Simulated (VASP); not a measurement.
Input for VASP

### INCAR
```
SYSTEM = BaTe
PREC = Accurate; ENCUT = 500; LREAL = .FALSE.
LASPH = .TRUE.
EDIFF = 1E-6; NELM = 100; ALGO = Normal
LMAXMIX = 4
ISMEAR = 0; SIGMA = 0.05
GGA = PS
IBRION = 2; NSW = 40; ISIF = 3
EDIFFG = -0.02; PSTRESS = 200
LWAVE = .FALSE.; LCHARG = .FALSE.
```

File POSCAR:
```
BaTe
1
    0.0000000000     3.2576652993     3.2576652993
    3.2576652993     0.0000000000     3.2576652993
    3.2576652993     3.2576652993     0.0000000000
Ba Te
1 1
Direct
  0.0000000000   0.0000000000   0.0000000000
  0.5000000000   0.5000000000   0.5000000000
```

KPOINTS:
```
Automatic mesh
0
Gamma
7 7 7
0 0 0
```

POTCAR, in this order: Ba_sv Te (PBE.64 set). Program: vasp_std.

Task: Write an equivalent input for Ansatz.

Result: One equivalent input (not run):
Ansatz 0.2 input:
```yaml
crystal:
  lattice:
    - [0.0000000, 3.2576653, 3.2576653]
    - [3.2576653, 0.0000000, 3.2576653]
    - [3.2576653, 3.2576653, 0.0000000]
  atoms:
    - { symbol: Ba, position: [0.0000000, 0.0000000, 0.0000000] }
    - { symbol: Te, position: [0.5000000, 0.5000000, 0.5000000] }
kpoints:
  mp_grid: { grid: [7, 7, 7] }
hamiltonian:
  xc: pbesol
  pseudopotentials: { kind: paw }
scf:
  occupations: { method: gaussian, width: 0.05 }
  max_iter: 100
relax:
  max_steps: 40
  f_tol: 0.02
  cell: { p_target: 20 }
output: { forces: true, stress: true, eigenvalues: true }
```
What does not carry over: each code has its own PAW files, so the cut-off isn't converted (ENCUT is set for VASP's; basis.ecutwfc is left out, and Ansatz then takes the one that its files recommend); Ansatz stops its SCF on the density residual and VASP on the energy change (EDIFF).

The structure was generated: BaTe was put into the rock salt type (Fm-3m), which need not be its known phase. This run relaxes it under an external pressure of 20 GPa. Symmetry was kept, so distortions that lower it aren't found.
